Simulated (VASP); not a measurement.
## Driving VASP from ASE on Ti2CS

Do ASE scripts that read Ti2CS from different structure formats give one answer, and do several routes find one equilibrium volume? All runs use r2SCAN. Left out of this account: 1 further run (self-consistent run: a reference on another mesh). The start is a cell from a database of measured crystal structures.

Main program and level: VASP 6.6.1; r2SCAN, no spin polarisation; plane waves and PAW (Ti_sv, C, S).

## (1) Set-up

Symmetry: P6_3/mmc, No. 194, hexagonal system. Conventional cell: a = 3.210 Å, b = 3.210 Å, c = 11.200 Å, α = 90.00°, β = 90.00°, γ = 120.00°. Ti has 3 C at 2.16 Å and 3 S at 2.51 Å nearest. C has 6 Ti at 2.16 Å nearest. Nearest to S lie 6 Ti at 2.51 Å. Farther neighbours and most contacts between anions are not listed.

Coordinates:

```xyz
8
Lattice="3.2100 0.0000 0.0000 -1.6050 2.7799 0.0000 0.0000 0.0000 11.2000" Properties=species:S:1:pos:R:3 pbc="T T T"
Ti    0.0000    1.8533    1.1088
Ti    1.6050    0.9266    6.7088
Ti    0.0000    1.8533    4.4912
Ti    1.6050    0.9266   10.0912
C     0.0000    0.0000    0.0000
C     0.0000    0.0000    5.6000
S     1.6050    0.9266    2.8000
S     0.0000    1.8533    8.4000
```

## (2) Total energy, forces and stress (r2SCAN, through ASE)

A single point through ASE, with the structure typed into the script.

Input file run.py:

```python
import numpy as np
from ase.calculators.vasp import Vasp
from ase import Atoms
from ase.dft.bandgap import bandgap

atoms = Atoms(['Ti', 'Ti', 'Ti', 'Ti', 'C', 'C', 'S', 'S'],
              cell=[[3.21, 0.0, 0.0], [-1.605, 2.77994155, 0.0], [0.0, 0.0, 11.2]],
              scaled_positions=[[0.33333333, 0.66666667, 0.099], [0.66666667, 0.33333333, 0.599], [0.33333333, 0.66666667, 0.401], [0.66666667, 0.33333333, 0.901], [0.0, 0.0, 0.0], [0.0, 0.0, 0.5], [0.66666667, 0.33333333, 0.25], [0.33333333, 0.66666667, 0.75]],
              pbc=True)

calc = Vasp(
    xc='r2scan',
    pp='PBE',
    prec='Accurate',
    encut=520,
    ediff=1e-06,
    nelm=100,
    ismear=-1,
    sigma=0.05,
    lreal=False,
    algo='Normal',
    lasph=True,
    nbands=42,
    lorbit=11,
    lwave=False,
    lcharg=False,
    kpar=8,
    isif=2,
    pp_version='64',
    setups={'Ti': '_sv', 'C': '', 'S': ''},
    kpts=(11, 11, 3),
    gamma=True,
    txt='vasp.out',
)
atoms.calc = calc

print("energy (eV):", round(atoms.get_potential_energy(), 6))
print("Fermi level (eV):", round(calc.get_fermi_level(), 4))
print("forces (eV/A):")
print(np.round(atoms.get_forces(), 4))
print("stress (GPa, Voigt, tension positive):", np.round(atoms.get_stress() * 160.21766, 3))
gap, p1, p2 = bandgap(calc, direct=False)
print("gap on the mesh (eV):", round(gap, 4))
```

The projector-augmented-wave data sets are Ti_sv, C and S (PBE family, release 64).

Launch:

```
$ export ASE_VASP_COMMAND="mpirun -np 8 vasp_std"
$ python run.py
```

Log:

```text
energy (eV): -99.128817
Fermi level (eV): 10.1319
forces (eV/A):
[[-0.     -0.      0.0524]
 [-0.      0.      0.0524]
 [-0.     -0.     -0.0524]
 [ 0.      0.     -0.0524]
 [-0.      0.      0.    ]
 [-0.      0.      0.    ]
 [ 0.     -0.      0.    ]
 [-0.      0.      0.    ]]
stress (GPa, Voigt, tension positive): [ 0.198  0.198 -0.757 -0.    -0.     0.   ]
gap on the mesh (eV): 0.0
```

The job ended after 38 s (8 MPI ranks of Intel Xeon 6975P-C (Granite Rapids), shared host; peak memory 2.4 GiB).

Lines that name or quote the potential files are left out of all logs, and their timing lines are given in words.

ASE turned this into the INCAR:

```
ENCUT = 520.000000
SIGMA = 0.050000
EDIFF = 1.00e-06
ALGO = Normal
METAGGA = R2SCAN
PREC = Accurate
ISIF = 2
ISMEAR = -1
KPAR = 8
LORBIT = 11
NBANDS = 42
NELM = 100
LASPH = .TRUE.
LCHARG = .FALSE.
LWAVE = .FALSE.
LREAL = .FALSE.
```

ASE turned this into the KPOINTS:

```
KPOINTS created by Atomic Simulation Environment
0
Gamma
11 11 3
0 0 0
```

VASP's own log, vasp.out:

```text
[banner, memory and clock lines left out]
running    8 mpi-ranks, on    1 nodes
 distrk:  each k-point on    1 cores,    8 groups
 distr:  one band on    1 cores,    1 groups

 POSCAR found type information on POSCAR TiC S
 POSCAR found :  3 types and       8 ions
|                                                                             |
|           W    W    AA    RRRRR   N    N  II  N    N   GGGG   !!!           |
|           W    W   A  A   R    R  NN   N  II  NN   N  G    G  !!!           |
|           W    W  A    A  R    R  N N  N  II  N N  N  G       !!!           |
|           W WW W  AAAAAA  RRRRR   N  N N  II  N  N N  G  GGG   !            |
|           WW  WW  A    A  R   R   N   NN  II  N   NN  G    G                |
|           W    W  A    A  R    R  N    N  II  N    N   GGGG   !!!           |
|                                                                             |
|     For optimal performance we recommend to set                             |
|       NCORE = 2 up to number-of-cores-per-socket                            |
|     NCORE specifies how many cores store one orbital (NPAR=cpu/NCORE).      |
|     This setting can greatly improve the performance of VASP for DFT.       |
|     The default, NCORE=1 might be grossly inefficient on modern             |
|     multi-core architectures or massively parallel machines. Do your        |
|     Unfortunately you need to use the default for GW and RPA                |
|     calculations (for HF NCORE is supported but not extensively tested      |
|     yet).                                                                   |
|                                                                             |

|                                                                             |
|               ----> ADVICE to this user running VASP <----                  |
|                                                                             |
|     You enforced a specific xc type in the INCAR file but a different       |
|     [... a line on the potential file left out ...]
|     I HOPE YOU KNOW WHAT YOU ARE DOING!                                     |
|                                                                             |

 LDA part: xc-table for (None), standard interpolation
 POSCAR, INCAR and KPOINTS ok, starting setup
 FFT: planning ... GRIDC
 FFT: planning ... GRID_SOFT
 FFT: planning ... GRID
 WAVECAR not read
 entering main loop
       N       E                     dE             d eps       ncg     rms          rms(c)
DAV:   1     0.902823628329E+03    0.90282E+03   -0.34347E+04  2688   0.199E+03
DAV:   2     0.264119051686E+02   -0.87641E+03   -0.85671E+03  2688   0.602E+02
DAV:   3    -0.116003908800E+03   -0.14242E+03   -0.13971E+03  4216   0.202E+02
DAV:   4    -0.130174440857E+03   -0.14171E+02   -0.14095E+02  3984   0.620E+01
DAV:   5    -0.130976203661E+03   -0.80176E+00   -0.80114E+00  4232   0.136E+01    0.337E+01
DAV:   6    -0.982667653604E+02    0.32709E+02   -0.11306E+02  3520   0.795E+01    0.115E+01
DAV:   7    -0.990438094487E+02   -0.77704E+00   -0.73684E+00  3632   0.160E+01    0.600E+00
DAV:   8    -0.991463859360E+02   -0.10258E+00   -0.11715E+00  3932   0.508E+00    0.218E+00
DAV:   9    -0.991325697622E+02    0.13816E-01   -0.33188E-01  4080   0.276E+00    0.802E-01
DAV:  10    -0.991363329764E+02   -0.37632E-02   -0.34397E-02  3812   0.114E+00    0.350E-01
DAV:  11    -0.991382089757E+02   -0.18760E-02   -0.89294E-03  3728   0.462E-01    0.152E-01
DAV:  12    -0.991379090119E+02    0.29996E-03   -0.23367E-03  3812   0.225E-01    0.563E-02
DAV:  13    -0.991379532909E+02   -0.44279E-04   -0.21763E-04  4096   0.870E-02    0.230E-02
DAV:  14    -0.991379502135E+02    0.30774E-05   -0.23553E-05  3308   0.232E-02    0.505E-03
DAV:  15    -0.991379478599E+02    0.23536E-05   -0.16004E-06  2400   0.787E-03    0.213E-03
DAV:  16    -0.991379479362E+02   -0.76287E-07   -0.41423E-07  2156   0.436E-03
   1 F= -.99137948E+02 E0= -.99128817E+02  d E =-.182626E-01
```

Parts of OUTCAR (step 2):

```text
ion  position               nearest neighbor table
   1  0.333  0.667  0.099-   5 2.16   5 2.16   5 2.16   7 2.51   7 2.51   7 2.51   4 2.89   4 2.89
                             4 2.89
   2  0.667  0.333  0.599-   6 2.16   6 2.16   6 2.16   8 2.51   8 2.51   8 2.51   3 2.89   3 2.89
                             3 2.89
   3  0.333  0.667  0.401-   6 2.16   6 2.16   6 2.16   7 2.51   7 2.51   7 2.51   2 2.89   2 2.89
                             2 2.89
   4  0.667  0.333  0.901-   5 2.16   5 2.16   5 2.16   8 2.51   8 2.51   8 2.51   1 2.89   1 2.89
                             1 2.89
   5  0.000  0.000  0.000-   1 2.16   4 2.16   4 2.16   1 2.16   4 2.16   1 2.16
   6  0.000  0.000  0.500-   2 2.16   3 2.16   2 2.16   3 2.16   2 2.16   3 2.16
   7  0.667  0.333  0.250-   1 2.51   3 2.51   1 2.51   3 2.51   1 2.51   3 2.51
   8  0.333  0.667  0.750-   2 2.51   4 2.51   2 2.51   4 2.51   2 2.51   4 2.51

  LATTYP: Found a hexagonal cell.
 ALAT       =     3.2100000000
 C/A-ratio  =     3.4890965732

 Subroutine GETGRP returns: Found 24 space group operations
 (whereof 12 operations were pure point group operations)

The static configuration has the point symmetry D_3d.
 The point group associated with its full space group is D_6h.

 Found     32 irreducible k-points:

   k-points           NKPTS =     32   k-points in BZ     NKDIM =     32   number of bands    NBANDS=     42

   dimension x,y,z NGX =    24 NGY =   24 NGZ =   84
   dimension x,y,z NGXF=    48 NGYF=   48 NGZF=  168

   ENCUT  =  520.0 eV  38.22 Ry    6.18 a.u.   5.97  5.97 20.82*2*pi/ulx,y,z

   NELECT =      68.0000    total number of electrons

 k-points in reciprocal lattice and weights: KPOINTS created by Atomic Simulation Env
   0.00000000  0.00000000  0.00000000       0.003
   0.09090909  0.00000000  0.00000000       0.017
   0.18181818  0.00000000  0.00000000       0.017
   0.27272727  0.00000000  0.00000000       0.017
   0.36363636  0.00000000  0.00000000       0.017
   0.45454545  0.00000000  0.00000000       0.017
   0.09090909  0.09090909  0.00000000       0.017
   0.18181818  0.09090909  0.00000000       0.033
   0.27272727  0.09090909  0.00000000       0.033
[...]
0.27272727  0.27272727  0.33333333       0.033
   0.36363636  0.27272727  0.33333333       0.033

 average (electrostatic) potential at core
       1 -75.7740       2 -75.7740       3 -75.7740       4 -75.7740       5 -46.1770
       6 -46.1770       7 -85.4239       8 -85.4239

 E-fermi :  10.1319

 k-point     1 :       0.0000    0.0000    0.0000
  band No.  band energies     occupation
    ...
     33       9.9500      1.94869
     34       9.9691      1.92569
     35       9.9691      1.92569
     36      10.1853      0.51158
     37      10.1853      0.51156
     38      10.9649      0.00000
     39      10.9649      0.00000
     40      11.2135      0.00000
     41      11.6293      0.00000
     42      11.6295      0.00000

 k-point     2 :       0.0909    0.0000    0.0000
  band No.  band energies     occupation
    ...
     30       7.8720      2.00000
     31       8.2605      2.00000
     32       8.7218      2.00000
     33       9.8359      1.99464
     34       9.9908      1.88767
     35      10.2808      0.09685
     36      10.4174      0.00660
     37      10.4660      0.00250
     38      10.9193      0.00000
     39      11.0790      0.00000
    ...

 k-point     3 :       0.1818    0.0000    0.0000
  band No.  band energies     occupation
    ...
     30       7.1033      2.00000
     31       7.4576      2.00000
     32       8.1328      2.00000
     33       9.4125      2.00000
     34       9.5830      1.99997
     35      10.4857      0.00169
     36      10.8987      0.00000
     37      10.9125      0.00000
     38      10.9860      0.00000
     39      11.1589      0.00000
    ...

  Total       -0.1234901     -0.1234901      0.4719184      0.0000000     -0.0000000      0.0000000
  in kB       -1.9796303     -1.9796303      7.5651711      0.0000000     -0.0000000      0.0000000
  external PRESSURE =       1.2019702 kB  Pullay stress =       0.0000000 kB

  energy-cutoff  :      520.00
  volume of cell :       99.94
      direct lattice vectors                 reciprocal lattice vectors
     3.210000000  0.000000000  0.000000000     0.311526480  0.179859897  0.000000000
    -1.605000000  2.779941550  0.000000000     0.000000000  0.359719793  0.000000000
     0.000000000  0.000000000 11.200000000     0.000000000  0.000000000  0.089285714

 POSITION                                       TOTAL-FORCE (eV/Angst)
 -----------------------------------------------------------------------------------
     -0.00000      1.85329      1.10880        -0.000000     -0.000000      0.052406
      1.60500      0.92665      6.70880        -0.000000      0.000000      0.052406
     -0.00000      1.85329      4.49120        -0.000000     -0.000000     -0.052406
      1.60500      0.92665     10.09120         0.000000      0.000000     -0.052406
      0.00000      0.00000      0.00000        -0.000000      0.000000      0.000000
      0.00000      0.00000      5.60000        -0.000000      0.000000      0.000000
      1.60500      0.92665      2.80000         0.000000     -0.000000      0.000000
     -0.00000      1.85329      8.40000        -0.000000      0.000000      0.000000
 -----------------------------------------------------------------------------------
    total drift:                                0.000000     -0.000000      0.000000

  FREE ENERGIE OF THE ION-ELECTRON SYSTEM (eV)
  ---------------------------------------------------
  free  energy   TOTEN  =       -99.1379479362 eV

  energy  without entropy=      -99.1196853259  energy(sigma->0) =      -99.12881663

 total charge
# of ion       s       p       d       tot
------------------------------------------
    1        2.179   6.193   1.935  10.306
    2        2.179   6.193   1.935  10.306
    3        2.179   6.193   1.935  10.306
    4        2.179   6.193   1.935  10.306
    5        0.896   1.520   0.000   2.416
    6        0.896   1.520   0.000   2.416
    7        1.313   2.520   0.000   3.832
    8        1.313   2.520   0.000   3.832
--------------------------------------------------
tot         13.132  32.850   7.740  53.721

[... 3 further parts left out ...]
```

This run has no spin polarisation, although Ti can carry a moment. The PAW data sets were made with PBE, which is usual practice but a small mismatch for other functionals.

This step gave:

```yaml
scf_cycles: 16
electrons: 68
bands: 42
irreducible_k_points: 32
symmetry_operations: 24
free_energy_toten: -99.1379 eV
energy_at_zero_smearing: -99.1288 eV
fermi_energy: 10.13 eV
pressure: 0.1202 GPa
metallic: yes
```

Force by atom:

| atom | x (eV/Å) | y (eV/Å) | z (eV/Å) | size |
| --- | --- | --- | --- | --- |
| Ti1 | 0.0000 | 0.0000 | 0.0524 | 0.0524 |
| Ti2 | 0.0000 | 0.0000 | 0.0524 | 0.0524 |
| Ti3 | 0.0000 | 0.0000 | -0.0524 | 0.0524 |
| Ti4 | 0.0000 | 0.0000 | -0.0524 | 0.0524 |
| C5 | 0.0000 | 0.0000 | 0.0000 | 0.0000 |
| C6 | 0.0000 | 0.0000 | 0.0000 | 0.0000 |
| S7 | 0.0000 | 0.0000 | 0.0000 | 0.0000 |
| S8 | 0.0000 | 0.0000 | 0.0000 | 0.0000 |

The pressure is 0.12 GPa and the largest force 0.052 eV/Å, so the cell is not at a minimum at these settings.

(Part 1 of 4 ends here.)

[Lines on the potential files, build, host, timing and source positions are cut from VASP's logs without a mark.]

[Logs are printed without paths, hosts, clocks, repeated set-up lines and the standing remarks that a program may print on its own settings, such as how far it seeks lower states.]

[Hosts, paths, dates, database ids (printed as entryN), source tags and the programs' standing remarks are cut or masked in the printed files.]

[A measured line is paired with the nearest computed mode of its activity, which favours agreement.]
